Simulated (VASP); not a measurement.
Input for VASP

POSCAR:
```
CuCl
1
    0.0000000000     2.7132124662     2.7132124662
    2.7132124662    -0.0000000000     2.7132124662
    2.7132124662     2.7132124662     0.0000000000
Cu Cl
1 1
Direct
  1.0000000000   0.0000000000   1.0000000000
  0.2500000000   0.2500000000   0.2500000000
```

KPOINTS:
```
Automatic mesh
0
Gamma
8 8 8
0 0 0
```

**INCAR**
```
! general
SYSTEM  = CuCl
PREC    = Accurate
ENCUT   = 520   ! plane-wave cut-off (eV)
LREAL   = F   ! projection in real space or not
LASPH   = T

! electronic loop
EDIFF   = 1E-6   ! SCF stop (eV)
NELM    = 100   ! most electronic steps
ALGO    = Normal
LMAXMIX = 4   ! l cut-off of mixed one-centre charges

! smearing
ISMEAR  = 0
SIGMA   = 0.05

! functional
GGA     = PE

! output
LWAVE   = F
LCHARG  = T
```

POTCAR, in this order: Cu Cl (PBE.64 set). Program: vasp_std.

Task: Translate this PBE calculation to Ansatz.

Result: One equivalent input (not run):
Ansatz 0.2 input:
```yaml
crystal:
  lattice:
    - [0.0000000, 2.7132125, 2.7132125]
    - [2.7132125, 0.0000000, 2.7132125]
    - [2.7132125, 2.7132125, 0.0000000]
  atoms:
    - { symbol: Cu, position: [1.0000000, 0.0000000, 1.0000000] }
    - { symbol: Cl, position: [0.2500000, 0.2500000, 0.2500000] }
kpoints:
  mp_grid: { grid: [8, 8, 8] }
hamiltonian:
  xc: pbe
  pseudopotentials: { kind: paw }
scf:
  occupations: { method: gaussian, width: 0.05 }
  max_iter: 100
output: { forces: true, stress: true, eigenvalues: true }
```
Limits of the translation: each code has its own PAW files, so the cut-off isn't converted (ENCUT is set for VASP's; basis.ecutwfc is left out, and Ansatz then takes the one that its files recommend); Ansatz stops its SCF on the density residual and VASP on the energy change (EDIFF).

The compound is CuCl in the zinc blende structure. It was relaxed first.
